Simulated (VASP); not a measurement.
Computed with PBE GGA, VASP's PBE PAW potentials (set 64) (plane waves; VASP).

The input files of a VASP run:

File KPOINTS:
```
Automatic mesh
0
Gamma
12 12 12
0.5 0.5 0.5
```

**INCAR**
```
SYSTEM = Rh
PREC = Accurate; ENCUT = 210; LREAL = F
LASPH = T
EDIFF = 1E-8; NELM = 100; ALGO = Normal
LMAXMIX = 4
ISMEAR = 0; SIGMA = 0.1
GGA = PE
IBRION = 8; NSW = 1; ISIF = 2
LWAVE = F; LCHARG = F
LEPSILON = F
```

### POSCAR
```
Rh
1
    0.0000000000     1.8850970000     1.8850970000
    1.8850970000     0.0000000000     1.8850970000
    1.8850970000     1.8850970000     0.0000000000
Rh
1
Direct
  0.0000000000   0.0000000000   0.0000000000
```

POTCAR, in this order: Rh_pv (PBE.64 set). Program: vasp_std.

At this cut-off the stress carries a Pulay error, which pulls relaxed volumes low.

Question: What does the run give for the energy per atom (σ→0), pressure, band gap (on the k-mesh)?

Answer: 
```yaml
energy per atom (σ→0): -7002 meV/atom
band gap (on the k-mesh): none (metal, semimetal or under 0.01 eV)
pressure: -75.71 GPa
```

### OSZICAR
```
...
RMM:  12    -0.478480459452E+00   -0.57949E-07   -0.57848E-07 17180   0.109E-04    0.223E-06
RMM:  13    -0.478480536200E+00   -0.76748E-07   -0.39456E-07 15313   0.668E-05    0.119E-06
RMM:  14    -0.478480547551E+00   -0.11352E-07   -0.25923E-07 11750   0.435E-05    0.125E-06
RMM:  15    -0.478480505083E+00    0.42468E-07   -0.17649E-07 15260   0.325E-05    0.324E-06
RMM:  16    -0.478480545301E+00   -0.40218E-07   -0.11997E-07 14517   0.245E-05    0.179E-06
RMM:  17    -0.478480582829E+00   -0.37528E-07   -0.83168E-08 16049   0.196E-05    0.330E-07
RMM:  18    -0.478480592323E+00   -0.94942E-08   -0.58097E-08  9650   0.133E-05    0.151E-07
 Linear response finished
```

The structure comes from a computed database's Rh entry; how it stands against other phases isn't given here. The cell was not relaxed at this level. The run is one of a series of settings (EDIFF = 1E-8, ENCUT = 210, IBRION = 8, LEPSILON = .FALSE., NSW = 1 against the base run), some of them coarse on purpose.
